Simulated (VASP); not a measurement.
CdS (relaxed from the zinc blende structure, space group F-43m): computed properties

Computed with r2SCAN meta-GGA, VASP's PBE PAW potentials (set 64) (plane waves; VASP).

For CdS, the space group comes out as F-43m (216) and the cell comes out as a = 5.876 Å, b = 5.876 Å, c = 5.876 Å, α = 90.00°, β = 90.00°, γ = 90.00°. The volume per atom is 25.36 Å³/atom and the band gap (over mesh and band path) is 1.54 eV. The smallest direct gap (over mesh and band path) is 1.54 eV, the band-edge character is direct, Γ to Γ and the density comes out as 4.73 g/cm³.

```xyz
2
Lattice="0.0000 2.9378 2.9378 2.9378 0.0000 2.9378 2.9378 2.9378 0.0000" Properties=species:S:1:pos:R:3 pbc="T T T"
Cd     2.9378     5.8756     2.9378
S      1.4689     1.4689     1.4689
```

The structure was generated: CdS was put into the zinc blende type (F-43m), which need not be its known phase. It was relaxed first, which changed the volume by +7 %. Symmetry was kept, so distortions that lower it aren't found.
